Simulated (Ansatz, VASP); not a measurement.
# KMgF3: VASP beside Ansatz

One calculation is typed for both programs; each brings its own data sets. How far apart do they land? The cell is taken from a series of runs on this material, whose earlier steps may have relaxed, scaled, displaced or heated it; both programs get it as it stands.

Main program and level: Ansatz 0.2.0; plane waves, with VASP 6.6.1 beside it; single point at PBE.

### Step 1. The structure

It takes space group P4/mmm (No. 123, tetragonal). Conventional cell: a = 3.986 Å, b = 3.986 Å, c = 3.906 Å, α = 90.00°, β = 90.00°, γ = 90.00°. Nearest to K lie 12 F at 2.79 to 2.82 Å. Mg has 6 F at 1.95 to 1.99 Å nearest. F has 2 Mg at 1.99 Å and 4 K at 2.79 Å nearest. Nearest to F lie 2 Mg at 1.95 Å and 4 K at 2.82 Å. Farther neighbours and most contacts between anions are not listed.

### Step 2. Ansatz: single point, PBE

Ansatz runs on its default PAW (the set named soft_2) files.

With cell and atoms fixed, the geometry can't cause a difference; cores, projectors, grids and the points listed under the comparison can.

Contents of input.yaml:

```yaml
crystal:
  lattice:
    - [3.906182, 0.0, 0.0]
    - [0.0, 3.9859, 0.0]
    - [0.0, 0.0, 3.9859]
  atoms:
    - { symbol: K, position: [0.5, 0.5, 0.5] }
    - { symbol: Mg, position: [0.0, 0.0, 0.0] }
    - { symbol: F, position: [0.0, 0.0, 0.5] }
    - { symbol: F, position: [0.0, 0.5, 0.0] }
    - { symbol: F, position: [0.5, 0.0, 0.0] }
kpoints:
  mp_grid: { grid: [6, 6, 6] }
scf:
  occupations: { method: fixed }
hamiltonian:
  xc: pbe
  pseudopotentials: { kind: paw }
output:
  optics:
    e_range: [0, 40]
    de: 0.05
    sigma: 0.15
    nscf_kmesh: { grid: [6, 6, 6] }
    bands: auto
```

Command:

```bash
> ansatz run input.yaml --threads 2 --pin off --max-ram 5120MiB --backend cpu --events-out ev --progress --plain --runs-dir out
```

Numbers of over 12 decimals in the logs are rounded to 6 here.

Output:

```text
Engine: ansatz 0.2.0, x86_64-unknown-linux-gnu
Pseudopotentials: kind: paw
Pseudopotential: K, paw, valence charge 9, recommended cutoff 420 eV (normal), K.paw.azcp
Pseudopotential: Mg, paw, valence charge 10, recommended cutoff 420 eV (normal), Mg.paw.azcp
Pseudopotential: F, paw, valence charge 7, recommended cutoff 420 eV (normal), F.paw.azcp
Functional definition: PBE
  parameter kappa = 0.804
  parameter beta = 0.066725
  exchange = pbe_x(kappa = kappa, mu = beta*pi^2/3)
  correlation = pbe_c(beta = beta)
Crystal: 5 atoms, lattice volume = 62.059 Å³
Basis set: ecut = 420 eV, 1229 PW (Γ)
Bands: 25, of which v1, the nominal top of the filled ones, is band 20 counted from 1 (19 counted from 0)
Symmetry: 16 space group operations
Space group: P4/mmm (ITA 123), of the structure as read, at distance tolerance 4.0e-5 Å
k-points: 40 of 216
Non-local potential: K, projectors of the file, l = 0: 3, l = 1: 2, l = 2: 2
Non-local potential: Mg, projectors of the file, l = 0: 3, l = 1: 2, l = 2: 1
Non-local potential: F, projectors of the file, l = 0: 2, l = 1: 2, l = 2: 1
PAW form: soft (Blöchl's): semilocal exchange-correlation on the pseudo side does not see the compensation charge
PAW one-centre angular grid: K, 110 points (default); XC on 64 Gauss nodes
PAW one-centre angular grid: Mg, 110 points (default); XC on 64 Gauss nodes
PAW one-centre angular grid: F, 110 points (default); XC on 64 Gauss nodes
Initial density: superposition of atomic densities (neutral atoms: chi_scale 0, normalization atom), corrected by the library's trained network
Initial wavefunctions: pseudopotential atomic-orbital guess
Functional: x = pbe(κ = 0.804, μ = 0.219515), c = pbe(β = 0.066725)
SCF iter   1: F=—  HF=-5894.657571 eV  |F-HF|=—  |Δ(HF+E_count)|=         —  Δρ=4.81e-4  dr2=2.96e-5  ethr=1.77e-3  ⟨swp⟩=4.3  Hψ=4221  notcnv=0  defer=61
preconditioner: auto → Resta (q_TF=auto, 2.536 Å⁻¹)  ε∞=2.9  [insulator: Δε(μ)=7.477 eV  Ē_g=19.346 eV  n_scr=18 (ndim 8)  ℏωp=26.7 eV  f_vac=0.031  ε∞_Penn≈2.9]
SCF iter   2: F=—  HF=-5894.657319 eV  |F-HF|=—  |Δ(HF+E_count)|=   2.52e-4  Δρ=2.64e-4  dr2=1.17e-5  ethr=7.41e-8  ⟨swp⟩=3.1  Hψ=2749  notcnv=0  defer=116
SCF iter   3: F=—  HF=-5894.657453 eV  |F-HF|=—  |Δ(HF+E_count)|=   1.34e-4  Δρ=1.21e-4  dr2=4.74e-6  ethr=2.94e-8  ⟨swp⟩=2.0  Hψ=1817  notcnv=0  defer=72
SCF iter   4: F=—  HF=-5894.657457 eV  |F-HF|=—  |Δ(HF+E_count)|=   3.99e-6  Δρ=3.15e-5  dr2=3.55e-7  ethr=1.18e-8  ⟨swp⟩=2.0  Hψ=1546  notcnv=0  defer=43
SCF iter   5: F=—  HF=-5894.657458 eV  |F-HF|=—  |Δ(HF+E_count)|=   8.75e-7  Δρ=1.39e-5  dr2=7.80e-8  ethr=8.88e-10  ⟨swp⟩=2.0  Hψ=1712  notcnv=0  defer=40
SCF iter   6: F=—  HF=-5894.657458 eV  |F-HF|=—  |Δ(HF+E_count)|=   4.87e-8  Δρ=4.21e-6  dr2=6.17e-9  ethr=1.95e-10  ⟨swp⟩=2.0  Hψ=1537  notcnv=0  defer=40
SCF iter   7: F=—  HF=-5894.657458 eV  |F-HF|=—  |Δ(HF+E_count)|=   2.31e-9  Δρ=1.87e-6  dr2=1.27e-9  ethr=1.54e-11  ⟨swp⟩=2.0  Hψ=1572  notcnv=0  defer=40
SCF iter   8: F=—  HF=-5894.657458 eV  |F-HF|=—  |Δ(HF+E_count)|=  1.48e-10  Δρ=3.41e-7  dr2=5.59e-11  ethr=3.18e-12  ⟨swp⟩=2.0  Hψ=1548  notcnv=0  defer=40
SCF iter   9: F=-5894.657458 eV  HF=-5894.657458 eV  |F-HF|=0.00e0  |Δ(HF+E_count)|=  2.82e-11  Δρ=4.30e-8  dr2=1.07e-12  ethr=1.00e-12  ⟨swp⟩=8.2  Hψ=4162  notcnv=0
SCF 1 converged in 9 iterations: F = -5894.657458 eV  dr2 = 1.07e-12
  greatest PAW one-centre occupation: 1.000 electrons in one spin orbital (limit 2), on the Mg atom at site 1 (counted from 0), in its partial waves of l = 0
NSCF: frozen V_eff on 40 k-points
output.optics: what the bands over the 89 summed would add to eps1, eps2 and the energy-loss function is held between a lower and an upper bound (5 Lanczos steps). eps1, eps2 and their loss function (loss_summed_bands) are given on every row as the summed bands alone make them. Along an axis, on a row where the two bounds hold the loss function to about 1 % of the greater of itself and 0.5 % of |1/eps|, its cell (loss_completed) is given, with the completed eps1 and eps2 that it is formed of (a cell that is left empty reads nan in the table and null in the record). The two bounds hold it so along every axis on all 801 rows up to 40.000 eV. [rest of the remark cut]
SCF converged after 9 iterations
Free energy (F): -5894.657458 eV
Harris-Foulkes:  -5894.657458 eV  (|F-HF|=0.00e0)
Internal energy: -5894.657458 eV  (E = F + TS)
E sigma→0 (E₀):  -5894.657458 eV
Fermi energy:    3.051712 eV
--- Per-component energies (eV) ---
  E_band       = -491.794649
  E_kinetic    = 957.834057
  E_local      = -3705.692557  (includes V_loc(G=0)·N_el)
  E_nonlocal   = 328.041287
  E_hartree    = 1348.691859
  E_xc         = -407.541997
  E_vxc        = -514.363304  (∫ρ·V_xc dr)
  E_paw        = -1676.219670  (= ΣΔE_a)
  E_vpaw       = -255.004090  (= ΣTr[D̂ρ^β])
  E_aug_tail   = 0.006188  (compensation charges beyond the density's cutoff)
  E_ewald      = -2739.776626
  E_smearing   = -0.000000  (= −TS)
  E_closure    = 0.000000  (closes the sum)
  Σ components = -5894.657458   (vs F -5894.657458, Δ=0.00e0)
--- Band table (eV; the first three rows and the last of 40) ---
  k-point 0: bands = [... 16 lower, 2.4327, 2.7267, 2.7267, 2.7275, 10.5344, 13.1177, 13.2107, 15.2182, ... 1 higher]
  k-point 1: bands = [... 16 lower, 2.3776, 2.4648, 2.6720, 2.6731, 11.0172, 13.3677, 13.4915, 15.3690, ... 1 higher]
  k-point 2: bands = [... 16 lower, 2.2398, 2.2658, 2.5624, 2.5634, 12.1916, 13.8811, 13.9871, 15.6772, ... 1 higher]
  k-point 39: bands = [... 16 lower, 1.9496, 3.0346, 3.0517, 3.0517, 13.5848, 13.5848, 13.5880, 17.0364, ... 1 higher]
```

Reading the cycles: dr2 is the Hartree energy of the density residual (eV), the measure of convergence; HF is the Harris–Foulkes estimate of the energy, which meets the free energy F at convergence.

### Step 3. VASP: single point, PBE

The same cell, functional and mesh now go to VASP, with its own data sets.

Lines of VASP's logs that name or quote its potential files are left out, and so is its time.

Contents of INCAR:

```
SYSTEM = KMgF3
PREC = Accurate
ENCUT = 520
EDIFF = 1E-06
NELM = 120
ISMEAR = 0
SIGMA = 0.01
LREAL = .FALSE.
ALGO = Normal
GGA = PE
NBANDS = 22
LORBIT = 11
LWAVE = .FALSE.
LCHARG = .FALSE.
ISIF = 2
LASPH = .TRUE.
GGA_COMPAT = .FALSE.
EFERMI = MIDGAP
KPAR = 2
```

Contents of POSCAR:

```
KMgF3
1.0
    3.9061820000      0.0000000000      0.0000000000
    0.0000000000      3.9859000000      0.0000000000
    0.0000000000      0.0000000000      3.9859000000
K Mg F
1 1 3
Direct
    0.5000000000      0.5000000000      0.5000000000
    0.0000000000      0.0000000000      0.0000000000
    0.0000000000      0.0000000000      0.5000000000
    0.0000000000      0.5000000000      0.0000000000
    0.5000000000      0.0000000000      0.0000000000
```

Contents of KPOINTS:

```
Automatic mesh
0
Gamma
6 6 6
0 0 0
```

Potentials, in the order of the species: K_sv, Mg and F (PBE family, release 64).

Command:

```bash
> mpirun -np 2 vasp_std
```

Output:

```text
[banner, memory and clock lines left out]
running    2 mpi-ranks, on    1 nodes
 distrk:  each k-point on    1 cores,    2 groups
 distr:  one band on    1 cores,    1 groups

 POSCAR found type information on POSCAR K MgF
 POSCAR found :  3 types and       5 ions
 LDA part: xc-table for (Slater+PW92), standard interpolation
 POSCAR, INCAR and KPOINTS ok, starting setup
 FFT: planning ... GRIDC
 FFT: planning ... GRID_SOFT
 FFT: planning ... GRID
 WAVECAR not read
 entering main loop
       N       E                     dE             d eps       ncg     rms          rms(c)
DAV:   1     0.230078254957E+03    0.23008E+03   -0.17655E+04  1808   0.140E+03
DAV:   2    -0.145916305038E+02   -0.24467E+03   -0.23581E+03  2262   0.370E+02
DAV:   3    -0.261235427624E+02   -0.11532E+02   -0.11492E+02  2546   0.746E+01
DAV:   4    -0.265797400865E+02   -0.45620E+00   -0.45578E+00  2616   0.916E+00
DAV:   5    -0.265825121817E+02   -0.27721E-02   -0.27720E-02  2336   0.705E-01    0.905E+00
DAV:   6    -0.243771639852E+02    0.22053E+01   -0.80378E+00  2000   0.210E+01    0.400E+00
DAV:   7    -0.243719375742E+02    0.52264E-02   -0.24650E-01  2380   0.313E+00    0.246E+00
DAV:   8    -0.243731584265E+02   -0.12209E-02   -0.78040E-02  2134   0.268E+00    0.332E-01
DAV:   9    -0.243724465941E+02    0.71183E-03   -0.20787E-02  2256   0.103E+00    0.149E-01
DAV:  10    -0.243725409576E+02   -0.94363E-04   -0.16008E-03  2284   0.290E-01    0.875E-02
DAV:  11    -0.243725438845E+02   -0.29270E-05   -0.21044E-05  2210   0.363E-02    0.681E-02
DAV:  12    -0.243725347943E+02    0.90903E-05   -0.97798E-05  1826   0.732E-02    0.781E-03
DAV:  13    -0.243725349212E+02   -0.12690E-06   -0.24071E-06  2066   0.104E-02
   1 F= -.24372535E+02 E0= -.24372535E+02  d E =0.000000E+00
```

OUTCAR, selected parts (step 3):

```text
ion  position               nearest neighbor table
   1  0.500  0.500  0.500-   3 2.79   4 2.79   4 2.79   3 2.79   3 2.79   4 2.79   4 2.79   3 2.79
                             5 2.82   5 2.82   5 2.82   5 2.82   2 3.43   2 3.43   2 3.43   2 3.43
   2  0.000  0.000  0.000-   5 1.95   5 1.95   3 1.99   3 1.99   4 1.99   4 1.99   1 3.43   1 3.43
                             1 3.43   1 3.43   1 3.43   1 3.43   1 3.43   1 3.43
   3  0.000  0.000  0.500-   2 1.99   2 1.99   1 2.79   1 2.79   1 2.79   1 2.79
   4  0.000  0.500  0.000-   2 1.99   2 1.99   1 2.79   1 2.79   1 2.79   1 2.79
   5  0.500  0.000  0.000-   2 1.95   2 1.95   1 2.82   1 2.82   1 2.82   1 2.82

  LATTYP: Found a simple tetragonal cell.
 ALAT       =     3.9859000000
 C/A-ratio  =     0.9800000000

 Subroutine GETGRP returns: Found 16 space group operations
 (whereof 16 operations were pure point group operations)

The static configuration has the point symmetry D_4h.

 Found     40 irreducible k-points:

   k-points           NKPTS =     40   k-points in BZ     NKDIM =     40   number of bands    NBANDS=     22

   dimension x,y,z NGX =    30 NGY =   30 NGZ =   30
   dimension x,y,z NGXF=    60 NGYF=   60 NGZF=   60

   ENCUT  =  520.0 eV  38.22 Ry    6.18 a.u.   7.26  7.41  7.41*2*pi/ulx,y,z

   NELECT =      32.0000    total number of electrons

 k-points in reciprocal lattice and weights: Automatic mesh
   0.00000000  0.00000000  0.00000000       0.005
   0.16666667  0.00000000  0.00000000       0.009
   0.33333333  0.00000000  0.00000000       0.009
   0.50000000  0.00000000  0.00000000       0.005
   0.00000000  0.16666667  0.00000000       0.019
   0.16666667  0.16666667  0.00000000       0.037
   0.33333333  0.16666667  0.00000000       0.037
   0.50000000  0.16666667  0.00000000       0.019
   0.00000000  0.33333333  0.00000000       0.019
[...]
0.33333333  0.50000000  0.50000000       0.009
   0.50000000  0.50000000  0.50000000       0.005

 average (electrostatic) potential at core
       1 -34.3031       2 -38.1353       3 -77.3855       4 -77.3855       5 -77.4677

 E-fermi :   2.2350

 k-point     1 :       0.0000    0.0000    0.0000
  band No.  band energies     occupation
    ...
     12      -2.1548      2.00000
     13      -2.1096      2.00000
     14      -1.8187      2.00000
     15      -1.8187      2.00000
     16      -1.8180      2.00000
     17       5.9614      0.00000
     18       8.5644      0.00000
     19       8.6579      0.00000
     20      10.6940      0.00000
     21      10.8414      0.00000
    ...

 k-point     2 :       0.1667    0.0000    0.0000
  band No.  band energies     occupation
    ...
     12      -2.2249      2.00000
     13      -2.1823      2.00000
     14      -2.0827      2.00000
     15      -1.8750      2.00000
     16      -1.8750      2.00000
     17       6.4595      0.00000
     18       8.8880      0.00000
     19       8.9218      0.00000
     20      10.8336      0.00000
     21      10.9823      0.00000
    ...

 k-point     3 :       0.3333    0.0000    0.0000
  band No.  band energies     occupation
    ...
     12      -2.3738      2.00000
     13      -2.3738      2.00000
     14      -2.3223      2.00000
     15      -1.9841      2.00000
     16      -1.9841      2.00000
     17       7.6673      0.00000
     18       9.4572      0.00000
     19       9.4796      0.00000
     20      11.1611      0.00000
     21      11.2651      0.00000
    ...

  Total        2.6046443      1.6893682      1.6893682      0.0000000      0.0000000     -0.0000000
  in kB       67.2440301     43.6143716     43.6143716      0.0000000      0.0000000     -0.0000000
  external PRESSURE =      51.4909244 kB  Pullay stress =       0.0000000 kB

  energy-cutoff  :      520.00
  volume of cell :       62.06
      direct lattice vectors                 reciprocal lattice vectors
     3.906182000  0.000000000  0.000000000     0.256004457  0.000000000  0.000000000
     0.000000000  3.985900000  0.000000000     0.000000000  0.250884367  0.000000000
     0.000000000  0.000000000  3.985900000     0.000000000  0.000000000  0.250884367

 POSITION                                       TOTAL-FORCE (eV/Angst)
 -----------------------------------------------------------------------------------
      1.95309      1.99295      1.99295         0.000000      0.000000      0.000000
      0.00000      0.00000      0.00000         0.000000      0.000000      0.000000
      0.00000      0.00000      1.99295         0.000000      0.000000      0.000000
      0.00000      1.99295      0.00000         0.000000      0.000000      0.000000
      1.95309      0.00000      0.00000         0.000000      0.000000      0.000000
 -----------------------------------------------------------------------------------
    total drift:                                0.000000     -0.000000      0.000000

  FREE ENERGIE OF THE ION-ELECTRON SYSTEM (eV)
  ---------------------------------------------------
  free  energy   TOTEN  =       -24.3725349212 eV

  energy  without entropy=      -24.3725349212  energy(sigma->0) =      -24.37253492

 total charge
# of ion       s       p       d       tot
------------------------------------------
    1        1.957   5.597   0.030   7.584
    2        0.129   0.167   0.083   0.379
    3        1.731   4.413   0.000   6.144
    4        1.731   4.413   0.000   6.144
    5        1.731   4.422   0.000   6.153
--------------------------------------------------
tot          7.279  19.012   0.113  26.404

[... 3 further parts left out ...]
```

The run ends at a pressure of 5.15 GPa.

### Step 4. Differences

Known differences besides the potentials themselves: fixed occupations in Ansatz, narrow Gaussian smearing in VASP; the data sets hold 40 valence electrons in Ansatz (on its default PAW (the set named soft_2) files) and 32 in VASP; the cutoff is 420 eV in Ansatz and 520 eV in VASP. Total energies have different zeros and are not compared.

The two programs side by side:

```csv
quantity,Ansatz,VASP,difference
gap on the k mesh (eV),7.483,7.453,+0.030
```

A gap on the mesh is an upper bound, since the band edges may lie between its points.

### Step 5. Summary of results

```
difference in gap on the k mesh (single point, PBE) : 0.030 eV
```

What this shows: The difference in gap on the k mesh is 0.030 eV (single point, PBE), within the 0.08 eV picked in this series as the mark of a large difference. The data sets hold unlike numbers of valence electrons (40 in Ansatz and 32 in VASP), so part of the differences comes from the potentials. Such differences can come from data sets, numerical settings and the points named under the comparisons, not from the functional's error against experiment.

[Lines on the potential files, build, host, timing and source positions are cut from VASP's logs without a mark.]

[Logs are printed without paths, hosts, clocks, repeated set-up lines and the standing remarks that a program may print on its own settings, such as how far it seeks lower states.]

[Hosts, paths, dates, database ids (printed as entryN), source tags and the programs' standing remarks are cut or masked in the printed files.]
